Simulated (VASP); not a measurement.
A run of VASP 6.6.1 is set up as follows.

Contents of INCAR:

```
PREC = Accurate
ENCUT = 520
EDIFF = 1E-6
ISMEAR = 0
SIGMA = 0.1
LREAL = False
LASPH = True
NELM = 60
ALGO = Fast
ISIF = 2
LWAVE = False
LCHARG = False
LDIPOL = True
IDIPOL = 3
DIPOL = 0.5 0.5 0.344
GGA = PE
NBANDS = 26
```

Contents of KPOINTS:

```
regular mesh
0
Gamma
  9 9 1
```

File POSCAR:

```
Au3C
1.0
    2.9402049748      0.0000000000      0.0000000000
   -1.4701024874      2.5462922005      0.0000000000
    0.0000000000      0.0000000000     21.8974947720
Au C
3 1
Direct
    0.6666666667      0.3333333333      0.1826692981
    0.3333333333      0.6666666667      0.2945190844
    0.0000000000      0.0000000000      0.4063247812
    0.2222222222     -0.2222222222      0.4935493710
```

Potentials or basis: VASP PAW PBE potentials, release 64 (Au, C).

Command:

```sh
$ cat potpaw_PBE.64/Au/POTCAR potpaw_PBE.64/C/POTCAR > POTCAR
$ mpirun -np 1 vasp_std > vasp.out
```

**Question.** Estimate the largest force.

**Answer.** 1.308 eV/Å.

**Question.** Predict the band gap on the k mesh.

**Answer.** None (metal or under the smearing width).

Forces in eV/Å, atoms in the order of the input:
```
Au   0.001  0.000  0.074
Au  -0.017  0.010  0.010
Au   0.175 -0.101  1.212
C   -0.159  0.092 -1.295
```

The run has no spin-orbit coupling, so splittings on Au are missing.
